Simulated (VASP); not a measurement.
An input for Ansatz (written as the equivalent of a VASP run, and not itself run):

Ansatz 0.2 input:
```yaml
crystal:
  lattice:
    - [3.0090000, 0.0000000, 0.0000000]
    - [0.0000000, 3.0090000, 0.0000000]
    - [0.0000000, 0.0000000, 4.0410000]
  atoms:
    - { symbol: Hg, position: [0.0074850, -0.0017860, 0.0036190] }
    - { symbol: Ti, position: [0.4925150, 0.5017860, 0.4963810] }
kpoints:
  mp_grid: { grid: [9, 9, 7] }
hamiltonian:
  xc: pbesol
  pseudopotentials: { kind: paw }
scf:
  occupations: { method: gaussian, width: 0.05 }
  max_iter: 100
output: { forces: true, stress: true, eigenvalues: true }
```

Question: Translate this input to VASP (INCAR, KPOINTS, POSCAR, choice of POTCAR).

Answer: This is not unique; one that fits is 
**INCAR**
```
# general
SYSTEM  = TiHg
PREC    = Accurate
ENCUT   = 300
LREAL   = .FALSE.
LASPH   = .TRUE.

# electronic loop
EDIFF   = 1E-6
NELM    = 100
ALGO    = Normal
LMAXMIX = 6

# smearing
ISMEAR  = 0
SIGMA   = 0.05

# functional
GGA     = PS

# ions
ISIF    = 2

# output
LWAVE   = .FALSE.
LCHARG  = .FALSE.
```

POSCAR:
```
TiHg
1
    3.0090000000     0.0000000000     0.0000000000
    0.0000000000     3.0090000000     0.0000000000
    0.0000000000     0.0000000000     4.0410000000
Hg Ti
1 1
Direct
  0.0074850000  -0.0017860000   0.0036190000
  0.4925150000   0.5017860000   0.4963810000
```

**KPOINTS**
```
Regular mesh
0
G
 9 9 7
```

POTCAR, in this order: Hg Ti_sv (PBE.64 set). Program: vasp_std.

The two are equivalent in intent, not identical: each code has its own PAW files, so the cut-off isn't converted (ENCUT is set for VASP's; basis.ecutwfc is left out, and Ansatz then takes the one that its files recommend); Ansatz stops its SCF on the density residual and VASP on the energy change (EDIFF).

The structure comes from a measured TiHg entry of the Crystallography Open Database, whose conditions weren't checked. The cell was not relaxed at this level, atoms are displaced from their ideal sites.
